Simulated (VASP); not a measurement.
Wanted: the native input for a VASP 6.6.1 run.

```yaml
Task: relaxation of the atoms
Functional: PBEsol
Potentials_or_basis: VASP PAW PBE potentials, release 64 (Mg, O)
Cutoff: 600 eV
k_mesh: 12 × 12 × 12
Occupations: gaussian, width 0.03 eV
Spin: no spin polarisation
Further_INCAR_settings: ALGO = Normal; EDIFF = 1e-07; IBRION = 2; EDIFFG = -0.01; NSW = 40
```

The structure of MgO (Periclase) lies in POSCAR:

```
MgO                                     
1.0
    0.0000000000      2.1316096346      2.1316096346
    2.1316096346      0.0000000000      2.1316096346
    2.1316096346      2.1316096346      0.0000000000
  Mg              O             
     1     1
Direct
     0.0000000000000000    0.0000000000000000    0.0000000000000000
     0.5000000000000000    0.5000000000000000    0.5000000000000000
```

The cell isn't the ideal one: a relaxed cell with its volume scaled by 1.04.

One way to write it, as run:

INCAR

```
PREC = Accurate
ENCUT = 600
EDIFF = 1E-7
ISMEAR = 0
SIGMA = 0.03
LREAL = False
LASPH = True
NELM = 80
ALGO = Normal
ISIF = 2
LWAVE = False
LCHARG = False
GGA = PS
IBRION = 2
NSW = 40
EDIFFG = -0.01
```

KPOINTS

```
regular mesh
0
Gamma
  12 12 12
```

Potentials or basis: VASP PAW PBE potentials, release 64 (Mg, O).

Launch:

```console
$ cat potpaw_PBE.64/Mg/POTCAR potpaw_PBE.64/O/POTCAR > POTCAR
$ mpirun -np 1 vasp_std > vasp.out
```

It gave:

| Property | Result |
| --- | --- |
| Pressure after relaxing | -5.8 GPa |
| Band gap on the k mesh | 4.29 eV, direct |

Caveat: the relaxation stopped at its first step, so nothing moved; the PAW data sets were made with another functional, which shifts forces and pressure a little.

Wall time 8.6 s on 1 thread of AMD EPYC 9R14 (Zen 4), on a shared host, peak memory 0.11 GiB.
